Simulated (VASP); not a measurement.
Computed with r2SCAN meta-GGA, VASP's PBE PAW potentials (set 64) (plane waves; VASP).

The input files of a VASP run:

**KPOINTS**
```
Regular mesh
0
gamma
 11 11 11
0 0 0
```

**POSCAR**
```
Pb
1
    0.0000000000     2.4944493268     2.4944493268
    2.4944493268     0.0000000000     2.4944493268
    2.4944493268     2.4944493268     0.0000000000
Pb
1
Direct
  0.0000000000   0.0000000000   0.0000000000
```

INCAR:
```
NSW  =  30
NELM  =  100   # most electronic steps
EDIFFG  =  -0.001   # ionic stop
LASPH  =  T
LMAXMIX  =  4   # l cut-off of mixed one-centre charges
LCHARG  =  F
ISIF  =  2   # forces and stress, cell fixed
PREC  =  Accurate
METAGGA  =  R2SCAN
LMIXTAU  =  T
SIGMA  =  0.1   # width (eV)
EDIFF  =  1E-8   # SCF stop (eV)
SYSTEM  =  Pb
LWAVE  =  F
LREAL  =  F
ENCUT  =  400   # plane-wave cut-off (eV)
ALGO  =  Normal   # blocked Davidson
ISMEAR  =  1
IBRION  =  1   # quasi-Newton
```

POTCAR, in this order: Pb_d (PBE.64 set). Program: vasp_std.

The run wrote:

### OUTCAR
```
 ion  position               nearest neighbor table
   1  0.000  0.000  0.000-
  LATTYP: Found a face centered cubic cell.
 ALAT       =     4.9888986536
 Subroutine PRICEL returns:
 Original cell was already a primitive cell.
 Subroutine GETGRP returns: Found 48 space group operations
The static configuration has the point symmetry O_h .
The dynamic configuration has the point symmetry O_h .
 Subroutine INISYM returns: Found 48 space group operations
 Subroutine IBZKPT returns following result:
 Found     56 irreducible k-points:

 Following reciprocal coordinates:
            Coordinates               Weight
  0.000000  0.000000  0.000000      1.000000
  0.090909  0.000000  0.000000      8.000000
  0.181818  0.000000  0.000000      8.000000
  0.272727  0.000000  0.000000      8.000000
  0.363636  0.000000  0.000000      8.000000
  0.454545  0.000000  0.000000      8.000000
  0.090909  0.090909  0.000000      6.000000
  0.181818  0.090909  0.000000     24.000000
  0.272727  0.090909  0.000000     24.000000
  0.363636  0.090909  0.000000     24.000000
...
```

**OSZICAR**
```
       N       E                     dE             d eps       ncg     rms          rms(c)
DAV:   1     0.422546302460E+02    0.42255E+02   -0.65237E+03  1258   0.126E+03
DAV:   2    -0.551973367650E+02   -0.97452E+02   -0.95617E+02  1274   0.308E+02
DAV:   3    -0.596457811888E+02   -0.44484E+01   -0.44285E+01  1448   0.785E+01
DAV:   4    -0.597459256279E+02   -0.10014E+00   -0.10013E+00  1509   0.132E+01
DAV:   5    -0.597501098398E+02   -0.41842E-02   -0.41840E-02  1563   0.233E+00    0.102E+00
DAV:   6    -0.561452100876E+02    0.36049E+01   -0.15846E+00  1421   0.298E+01    0.731E-01
DAV:   7    -0.562682331906E+02   -0.12302E+00   -0.86973E-02  1403   0.555E+00    0.369E-01
DAV:   8    -0.562361310680E+02    0.32102E-01   -0.90100E-02  1241   0.291E+00    0.907E-02
DAV:   9    -0.562814346347E+02   -0.45304E-01   -0.32320E-02  1274   0.229E+00    0.116E-01
DAV:  10    -0.562814201261E+02    0.14509E-04   -0.70704E-04  1433   0.244E-01    0.118E-01
DAV:  11    -0.562829806014E+02   -0.15605E-02   -0.95055E-04  1298   0.486E-01    0.654E-02
DAV:  12    -0.562837746087E+02   -0.79401E-03   -0.20069E-03  1451   0.901E-01    0.357E-02
DAV:  13    -0.562837831772E+02   -0.85685E-05   -0.58827E-05  1322   0.115E-01    0.295E-02
DAV:  14    -0.562839702062E+02   -0.18703E-03   -0.14814E-04  1352   0.228E-01    0.109E-02
DAV:  15    -0.562839926239E+02   -0.22418E-04   -0.35595E-05  1244   0.635E-02    0.105E-02
DAV:  16    -0.562839918355E+02    0.78845E-06   -0.46098E-06  1495   0.303E-02    0.797E-03
DAV:  17    -0.562839922768E+02   -0.44131E-06   -0.61108E-06  1412   0.505E-02    0.921E-04
DAV:  18    -0.562839939983E+02   -0.17216E-05   -0.84551E-07  1280   0.133E-02    0.985E-04
DAV:  19    -0.562839943768E+02   -0.37841E-06   -0.19888E-07  1274   0.550E-03    0.577E-04
DAV:  20    -0.562839948456E+02   -0.46880E-06   -0.21329E-07  1268   0.499E-03    0.317E-04
DAV:  21    -0.562839948568E+02   -0.11280E-07   -0.75182E-09  1064   0.995E-04    0.186E-04
DAV:  22    -0.562839948846E+02   -0.27785E-07   -0.43317E-09   718   0.898E-04    0.106E-04
DAV:  23    -0.562839948864E+02   -0.17999E-08   -0.37967E-09   658   0.806E-04
   1 F= -.56283995E+02 E0= -.56284011E+02  d E =-.562840E+02
```

OUTCAR:
```
------------------------ aborting loop because EDIFF is reached ----------------------------------------
  FORCE on cell =-STRESS in cart. coord.  units (eV):
  Direction    XX          YY          ZZ          XY          YZ          ZX
  --------------------------------------------------------------------------------------
  Total       -0.0005410     -0.0005410     -0.0005410     -0.0000000      0.0000000      0.0000000
  in kB       -0.0279232     -0.0279232     -0.0279232     -0.0000000      0.0000000      0.0000000
  external PRESSURE =      -0.0279232 kB  Pullay stress =       0.0000000 kB
  volume of cell :       31.04
      direct lattice vectors                 reciprocal lattice vectors
     0.000000000  2.494449327  2.494449327    -0.200445042  0.200445042  0.200445042
     2.494449327  0.000000000  2.494449327     0.200445042 -0.200445042  0.200445042
     2.494449327  2.494449327  0.000000000     0.200445042  0.200445042 -0.200445042
 POSITION                                       TOTAL-FORCE (eV/Angst)
 -----------------------------------------------------------------------------------
      0.00000      0.00000      0.00000        -0.000000      0.000000     -0.000000
 -----------------------------------------------------------------------------------
    total drift:                               -0.000000     -0.000000     -0.000000
  FREE ENERGIE OF THE ION-ELECTRON SYSTEM (eV)
  ---------------------------------------------------
  free  energy   TOTEN  =       -56.2839948864 eV

  energy  without entropy=      -56.2840434061  energy(sigma->0) =      -56.28401106

 reached required accuracy - stopping structural energy minimisation
```
(Selected blocks of OUTCAR.)

File OUTCAR:
```
 val. band max:        6.9982352013   @ k =   0.3636   0.2727   0.0000

 cond. band min:       7.0824852461   @ k =   0.2727   0.0000   0.0000


 Fermi energy:         7.0324318843

 k-point     1 :       0.0000    0.0000    0.0000
  band No.  band energies     occupation
      1     -10.7460      2.00000
      2     -10.7460      2.00000
      3     -10.7460      2.00000
      4     -10.6085      2.00000
      5     -10.6085      2.00000
      6      -5.1722      2.00000
      7      14.5042      0.00000
      8      14.5042      0.00000
      9      14.5042      0.00000
     10      17.3662      0.00000
     11      18.9500      0.00000

 k-point     2 :       0.0909    0.0000    0.0000
  band No.  band energies     occupation
      1     -10.7463      2.00000
      2     -10.7344      2.00000
      3     -10.7344      2.00000
      4     -10.6089      2.00000
      5     -10.6089      2.00000
      6      -5.0090      2.00000
      7      12.7637      0.00000
      8      14.3036      0.00000
      9      14.3036      0.00000
     10      16.9869      0.00000
     11      19.6757      0.00000

 k-point     3 :       0.1818    0.0000    0.0000
  band No.  band energies     occupation
      1     -10.7488      2.00000
      2     -10.7141      2.00000
      3     -10.7141      2.00000
      4     -10.5991      2.00000
      5     -10.5991      2.00000
      6      -4.5199      2.00000
      7       9.8759      0.00000
      8      13.8352      0.00000
      9      13.8352      0.00000
     10      16.6125      0.00000
     11      20.0958      0.00000

 k-point     4 :       0.2727    0.0000    0.0000
  band No.  band energies     occupation
      1     -10.7558      2.00000
      2     -10.7126      2.00000
      3     -10.7126      2.00000
      4     -10.5601      2.00000
      5     -10.5601      2.00000
      6      -3.7174      2.00000
      7       7.0825      0.25922
      8      13.3152      0.00000
      9      13.3152      0.00000
...
```

Unless said otherwise, spin-orbit coupling is left out, though it shifts the bands of the heavy elements here.

The compound is Pb in the fcc structure. It was relaxed first. The start is the result of an earlier pass.
